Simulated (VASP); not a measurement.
Consider the following.

```yaml
crystal:
  lattice:
    - [3.86129, 0.00000, 0.00000]
    - [0.00000, 3.86129, 0.00000]
    - [0.00000, 0.00000, 3.86129]
  atoms:
    - { symbol: Sr, position: [0.00000, 0.00000, 0.00000] }
    - { symbol: Ti, position: [0.50000, 0.50000, 0.50000] }
    - { symbol: O, position: [0.50000, 0.00000, 0.50000] }
    - { symbol: O, position: [0.00000, 0.50000, 0.50000] }
    - { symbol: O, position: [0.50000, 0.50000, 0.00000] }
```

All values below come from LDA (Ceperley-Alder, Perdew-Zunger), VASP's LDA PAW potentials (set 64) (plane waves; VASP 6.6.1). Run with 520 eV cut-off, 5×5×5 Γ-centred mesh, Gaussian smearing of 0.050 eV, potentials Sr_sv Ti_sv O.

Task: Predict the energy per atom (σ→0).

Result: 
```json
{
  "energy per atom (σ→0)": "-8.835 eV/atom"
}
```

The compound is SrTiO3 in the cubic perovskite structure, the ideal cubic form; the compound distorts at low or room temperature. It was relaxed first. The start is the result of an earlier pass.
